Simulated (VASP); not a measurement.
All values below come from RPBE GGA, VASP's PBE PAW potentials (set 64) (plane waves; VASP).

Input for VASP

### INCAR
```
ALGO = Normal
EDIFF = 1E-7
ENCUT = 520
GGA = RP
ISIF = 2
ISMEAR = -5
LASPH = .TRUE.
LCHARG = .TRUE.
LEFG = .TRUE.
LMAXMIX = 4
LORBIT = 11
LREAL = .FALSE.
LWAVE = .FALSE.
NEDOS = 601
NELM = 100
PREC = Accurate
SYSTEM = MoTe2
```

File KPOINTS:
```
Automatic
0
G
  8 8 2
```

### POSCAR
```
MoTe2
1
    1.7956072472    -3.1100825393     0.0000000000
    1.7956072472     3.1100825393     0.0000000000
    0.0000000000     0.0000000000    17.9325871286
Te Mo
4 2
Direct
  0.3333330000   0.6666670000   0.8508722958
  0.6666670000   0.3333330000   0.3508722958
  0.6666670000   0.3333330000   0.1491277042
  0.3333330000   0.6666670000   0.6491277042
  0.3333330000   0.6666670000   0.2500000000
  0.6666670000   0.3333330000   0.7500000000
```

POTCAR, in this order: Te Mo_sv (PBE.64 set). Program: vasp_std.

Question: What will the output report for the number of irreducible k-points (NKPTS), largest plane-wave count, number of space-group operations, FFT grid (NGX, NGY, NGZ)?

Answer: 
```yaml
number of irreducible k-points (NKPTS): 20
largest_plane_wave_count: 5443
number_of_space_group_operations: 24
FFT grid (NGX, NGY, NGZ): 28 × 28 × 140
```

The compound is MoTe2 in the 2H layered structure. It was relaxed first, which changed the volume by +34 %.
